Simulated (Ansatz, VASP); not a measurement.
# One calculation of BiAs, two programs

The input INCAR:

```
ALGO = Normal
EDIFF = 1E-7
ENCUT = 520
GGA = PS
ISIF = 2
ISMEAR = -1
LASPH = T
LCHARG = F
LREAL = F
LWAVE = F
NBANDS = 17
NELM = 60
PREC = Accurate
SIGMA = 0.08
```

Contents of KPOINTS:

```
k-points
0
Gamma
  12 12 12
```

POSCAR

```
BiAs
1.0
    3.5302382618      0.0000000000      0.0000000000
    0.0000000000      3.5302382618      0.0000000000
    0.0000000000      0.0000000000      3.5302382618
Bi As
1 1
Direct
    0.0000000000      0.0000000000      0.0000000000
    0.5000000000      0.5000000000      0.5000000000
```

Input for Ansatz:

```yaml
crystal:
  lattice:
    - [3.5302382618, 0.0, 0.0]
    - [0.0, 3.5302382618, 0.0]
    - [0.0, 0.0, 3.5302382618]
  atoms:
    - { symbol: Bi, position: [0.0, 0.0, 0.0] }
    - { symbol: As, position: [0.5, 0.5, 0.5] }
kpoints:
  mp_grid: { grid: [12, 12, 12] }
scf:
  occupations: { method: fermi_dirac, width: 0.08 }
hamiltonian:
  xc: pbesol
  pseudopotentials: { kind: paw }
output:
  forces: true
  stress: true
  eigenvalues: true
  populations: true
```

Change from the starting cell: volume scaled by 0.92, PAW files.

Alike in both runs: task single point; functional PBEsol; k mesh 12 × 12 × 12; occupations fermi-dirac, width 0.08 eV; no spin polarisation.

```csv
,VASP,Ansatz
version,VASP 6.6.1,Ansatz 0.2.0
potentials or method,"VASP PAW PBE potentials, release 64 (Bi_d, As)","PAW with Ansatz's default frozen-core files, scalar-relativistic"
plane-wave cutoff (eV),520,420
valence electrons in the cell,20,30
```

|  | VASP | Ansatz | Ansatz less VASP |
| --- | --- | --- | --- |
| pressure (GPa) | 7.6 | 7.6 | -0.05 |

The two sets of potentials don't hold the same shells in valence.

Caveats: the PAW data sets were made with another functional, which shifts forces and pressure a little (VASP); spin-orbit coupling is left out, which moves the levels of the heavy elements.
